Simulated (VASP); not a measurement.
Output of a VASP run:

File OUTCAR:
```
 ion  position               nearest neighbor table
   1  0.000  0.000  0.000-   3 2.70   4 2.70   5 2.70   3 2.70   4 2.70   4 2.70   5 2.70   4 2.70
                             3 2.70   5 2.70   3 2.70   5 2.70   2 3.30   2 3.30   2 3.30   2 3.30
   2  0.500  0.500  0.500-   3 1.91   4 1.91   5 1.91   5 1.91   3 1.91   4 1.91   1 3.30   1 3.30
                             1 3.30   1 3.30   1 3.30   1 3.30   1 3.30   1 3.30
   3  0.500  0.000  0.500-   2 1.91   2 1.91   1 2.70   1 2.70   1 2.70   1 2.70
   4  0.000  0.500  0.500-   2 1.91   2 1.91   1 2.70   1 2.70   1 2.70   1 2.70
   5  0.500  0.500  0.000-   2 1.91   2 1.91   1 2.70   1 2.70   1 2.70   1 2.70
  LATTYP: Found a simple cubic cell.
 ALAT       =     3.8155536819
 Subroutine PRICEL returns:
 Original cell was already a primitive cell.
 Subroutine GETGRP returns: Found 48 space group operations
The static configuration has the point symmetry O_h .
The dynamic configuration has the point symmetry O_h .
 Subroutine INISYM returns: Found 48 space group operations
 Subroutine IBZKPT returns following result:
 Found     20 irreducible k-points:

 Following reciprocal coordinates:
            Coordinates               Weight
  0.000000  0.000000  0.000000      1.000000
  0.142857  0.000000  0.000000      6.000000
  0.285714  0.000000  0.000000      6.000000
  0.428571  0.000000  0.000000      6.000000
  0.142857  0.142857  0.000000     12.000000
  0.285714  0.142857  0.000000     24.000000
  0.428571  0.142857  0.000000     24.000000
  0.285714  0.285714  0.000000     12.000000
  0.428571  0.285714  0.000000     24.000000
  0.428571  0.428571  0.000000     12.000000
  0.142857  0.142857  0.142857      8.000000
  0.285714  0.142857  0.142857     24.000000
  0.428571  0.142857  0.142857     24.000000
  0.285714  0.285714  0.142857     24.000000
  0.428571  0.285714  0.142857     48.000000
  0.428571  0.428571  0.142857     24.000000
  0.285714  0.285714  0.285714      8.000000
  0.428571  0.285714  0.285714     24.000000
  0.428571  0.428571  0.285714     24.000000
  0.428571  0.428571  0.428571      8.000000
   k-points           NKPTS =     20   k-points in BZ     NKDIM =     20   number of bands    NBANDS=     24
   number of dos      NEDOS =    301   number of ions     NIONS =      5
   total plane-waves  NPLWV =  21952
   dimension x,y,z NGX =    28 NGY =   28 NGZ =   28
   dimension x,y,z NGXF=    56 NGYF=   56 NGZF=   56
   ions per type =               1   1   3
   PREC   = accura    normal or accurate (medium, high low for compatibility)
   ISTART =      0    job   : 0-new  1-cont  2-samecut
   ICHARG =      2    charge: 1-file 2-atom 10-const
   ISPIN  =      1    spin polarized calculation?
   LNONCOLLINEAR =      F non collinear calculations
   LSORBIT =      F    spin-orbit coupling
   INIWAV =      1    electr: 0-lowe 1-rand  2-diag
   ENCUT  =  520.0 eV  38.22 Ry    6.18 a.u.   7.09  7.09  7.09*2*pi/ulx,y,z
   NELM   =    100;   NELMIN=  2; NELMDL= -5     # of ELM steps
   EDIFF  = 0.1E-05   stopping-criterion for ELM
   LREAL  =      F    real-space projection
   NLSPLINE    = F    spline interpolate recip. space projectors
   LMAXMIX     =    4 max onsite mixed and CHGCAR
   VOSKOWN=      0    Vosko Wilk Nusair interpolation
   EDIFFG = -.2E-01   stopping-criterion for IOM
   NSW    =     60    number of steps for IOM
   NBLOCK =      1;   KBLOCK =     60    inner block; outer block
   IBRION =      2    ionic relax: 0-MD 1-quasi-New 2-CG
   NFREE  =      1    steps in history (QN), initial steepest desc. (CG)
   ISIF   =      3    stress and relaxation
   ISYM   =      2    0-nonsym 1-usesym 2-fastsym
   TEIN   =    0.0    initial temperature
   TEBEG  =    0.0;   TEEND  =   0.0 temperature during run
   SMASS  =  -3.00    Nose mass-parameter (am)
   PSTRESS=    0.0 pullay stress
   NELECT =      41.0000    total number of electrons
   EFERMI =   0.00;   METHOD = LEGACY
   ISMEAR =     1;   SIGMA  =   0.10  broadening in eV -4-tet -1-fermi 0-gaus
   IALGO  =     38    algorithm
   LDIAG  =      T    sub-space diagonalisation (order eigenvalues)
   IMIX   =      4    mixing-type and parameters
     AMIX     =   0.40;   BMIX     =  1.00
     AMIX_MAG =   1.60;   BMIX_MAG =  1.00
...
```

### OSZICAR
```
       N       E                     dE             d eps       ncg     rms          rms(c)
DAV:   1     0.460830048123E+03    0.46083E+03   -0.24129E+04   960   0.179E+03
DAV:   2    -0.144728517579E+02   -0.47530E+03   -0.47145E+03  1240   0.489E+02
DAV:   3    -0.394534154736E+02   -0.24981E+02   -0.24908E+02  1000   0.126E+02
DAV:   4    -0.402650321058E+02   -0.81162E+00   -0.81129E+00  1688   0.194E+01
DAV:   5    -0.402695370040E+02   -0.45049E-02   -0.45050E-02  1104   0.140E+00    0.409E+01
DAV:   6    -0.317313614121E+02    0.85382E+01   -0.90795E+01  1368   0.746E+01    0.188E+01
DAV:   7    -0.308281464529E+02    0.90321E+00   -0.28766E+01  1120   0.486E+01    0.182E+01
DAV:   8    -0.301905716669E+02    0.63757E+00   -0.36079E+00  1056   0.178E+01    0.316E+00
DAV:   9    -0.302139046786E+02   -0.23333E-01   -0.20626E-01  1352   0.290E+00    0.164E+00
DAV:  10    -0.302048122142E+02    0.90925E-02   -0.15842E-01  1064   0.388E+00    0.598E-01
DAV:  11    -0.302010745378E+02    0.37377E-02   -0.24451E-02  1040   0.139E+00    0.150E-01
DAV:  12    -0.302011556422E+02   -0.81104E-04   -0.12010E-03  1128   0.295E-01    0.101E-01
DAV:  13    -0.302011312534E+02    0.24389E-04   -0.23143E-04  1080   0.123E-01    0.130E-02
DAV:  14    -0.302011329606E+02   -0.17072E-05   -0.19855E-05  1248   0.285E-02    0.109E-02
DAV:  15    -0.302011331847E+02   -0.22415E-06   -0.46461E-06   840   0.184E-02
   1 F= -.30201133E+02 E0= -.30200164E+02  d E =-.302011E+02
       N       E                     dE             d eps       ncg     rms          rms(c)
DAV:   1    -0.302535132748E+02   -0.52380E-01   -0.13312E+00   984   0.121E+01    0.264E+00
DAV:   2    -0.302126151692E+02    0.40898E-01   -0.23568E-01  1016   0.499E+00    0.827E-01
DAV:   3    -0.302041379051E+02    0.84773E-02   -0.84616E-02  1032   0.230E+00    0.653E-01
DAV:   4    -0.302008820297E+02    0.32559E-02   -0.15008E-02  1176   0.120E+00    0.250E-01
DAV:   5    -0.302007571035E+02    0.12493E-03   -0.12965E-03  1440   0.243E-01    0.220E-01
DAV:   6    -0.302008570499E+02   -0.99946E-04   -0.83500E-04  1144   0.171E-01    0.984E-02
DAV:   7    -0.302007978502E+02    0.59200E-04   -0.43510E-04  1320   0.122E-01    0.207E-02
DAV:   8    -0.302007995418E+02   -0.16916E-05   -0.28678E-05  1512   0.290E-02    0.859E-03
DAV:   9    -0.302007989525E+02    0.58932E-06   -0.49072E-06   952   0.134E-02
   2 F= -.30200799E+02 E0= -.30199811E+02  d E =0.334232E-03
       N       E                     dE             d eps       ncg     rms          rms(c)
DAV:   1    -0.302175650464E+02   -0.16766E-01   -0.38764E-01   992   0.650E+00    0.143E+00
DAV:   2    -0.302052677787E+02    0.12297E-01   -0.63351E-02  1016   0.258E+00    0.417E-01
DAV:   3    -0.302032513806E+02    0.20164E-02   -0.22484E-02  1048   0.118E+00    0.348E-01
DAV:   4    -0.302022909876E+02    0.96039E-03   -0.43630E-03  1200   0.652E-01    0.124E-01
DAV:   5    -0.302022612763E+02    0.29711E-04   -0.37621E-04  1416   0.130E-01    0.111E-01
DAV:   6    -0.302022912499E+02   -0.29974E-04   -0.20967E-04  1144   0.860E-02    0.515E-02
DAV:   7    -0.302022832035E+02    0.80464E-05   -0.10716E-04  1400   0.609E-02    0.101E-02
DAV:   8    -0.302022843091E+02   -0.11056E-05   -0.54189E-06  1352   0.136E-02    0.398E-03
DAV:   9    -0.302022844909E+02   -0.18180E-06   -0.73525E-07   536   0.570E-03
   3 F= -.30202284E+02 E0= -.30201307E+02  d E =-.115131E-02
```

File OUTCAR:
```
------------------------ aborting loop because EDIFF is reached ----------------------------------------
  FORCE on cell =-STRESS in cart. coord.  units (eV):
  Direction    XX          YY          ZZ          XY          YZ          ZX
  --------------------------------------------------------------------------------------
  Total        0.0055783      0.0055783      0.0055783     -0.0000000      0.0000000     -0.0000000
  in kB        0.1599840      0.1599840      0.1599840     -0.0000000      0.0000000     -0.0000000
  external PRESSURE =       0.1599840 kB  Pullay stress =       0.0000000 kB
  volume of cell :       55.86
      direct lattice vectors                 reciprocal lattice vectors
     3.822767759  0.000000000 -0.000000000     0.261590571 -0.000000000 -0.000000000
     0.000000000  3.822767759 -0.000000000    -0.000000000  0.261590571 -0.000000000
     0.000000000  0.000000000  3.822767759     0.000000000  0.000000000  0.261590571
 POSITION                                       TOTAL-FORCE (eV/Angst)
 -----------------------------------------------------------------------------------
      0.00000      0.00000      0.00000        -0.000000     -0.000000      0.000000
      1.91138      1.91138      1.91138         0.000000      0.000000      0.000000
      1.91138      0.00000      1.91138        -0.000000      0.000000      0.000000
      0.00000      1.91138      1.91138         0.000000     -0.000000      0.000000
      1.91138      1.91138     -0.00000        -0.000000     -0.000000      0.000000
 -----------------------------------------------------------------------------------
    total drift:                                0.000000      0.000000      0.000000
  FREE ENERGIE OF THE ION-ELECTRON SYSTEM (eV)
  ---------------------------------------------------
  free  energy   TOTEN  =       -30.2022844909 eV

  energy  without entropy=      -30.1993508496  energy(sigma->0) =      -30.20130661

 reached required accuracy - stopping structural energy minimisation
```
(Selected blocks of OUTCAR.)

### POSCAR
```
SrVO3
1
    3.8155536819    -0.0000000000    -0.0000000000
    0.0000000000     3.8155536819     0.0000000000
    0.0000000000    -0.0000000000     3.8155536819
Sr V O
1 1 3
Direct
  0.0000000000   0.0000000000   0.0000000000
  0.5000000000   0.5000000000   0.5000000000
  0.5000000000   0.0000000000   0.5000000000
  0.0000000000   0.5000000000   0.5000000000
  0.5000000000   0.5000000000   0.0000000000
```

Reconstruct the remaining input files.

One answer among several that fit: the input of the run itself, vdW-DF-cx, plane waves, VASP's PBE PAW potentials (set 64).

**INCAR**
```
# general
SYSTEM   = SrVO3
PREC     = Accurate
ENCUT    = 520
LREAL    = F
LASPH    = T

# electronic loop
EDIFF    = 1E-6
NELM     = 100
ALGO     = Normal
LMAXMIX  = 4

# smearing
ISMEAR   = 1
SIGMA    = 0.1

# functional
GGA      = CX
LUSE_VDW = T
AGGAC    = 0.0

# ions
IBRION   = 2
NSW      = 60
ISIF     = 3
EDIFFG   = -0.02

# output
LWAVE    = F
LCHARG   = F
```

File KPOINTS:
```
Automatic mesh
0
Gamma
7 7 7
0 0 0
```

POTCAR, in this order: Sr_sv V_sv O (PBE.64 set). Program: vasp_std.

The compound is SrVO3 in the cubic perovskite structure. This run relaxes it. Symmetry was kept, so distortions that lower it aren't found. The start is the result of an earlier pass. The run is not spin-polarised, so no magnetic state was tried. The electron count is odd and the run is not spin-polarised, which forces a metal.
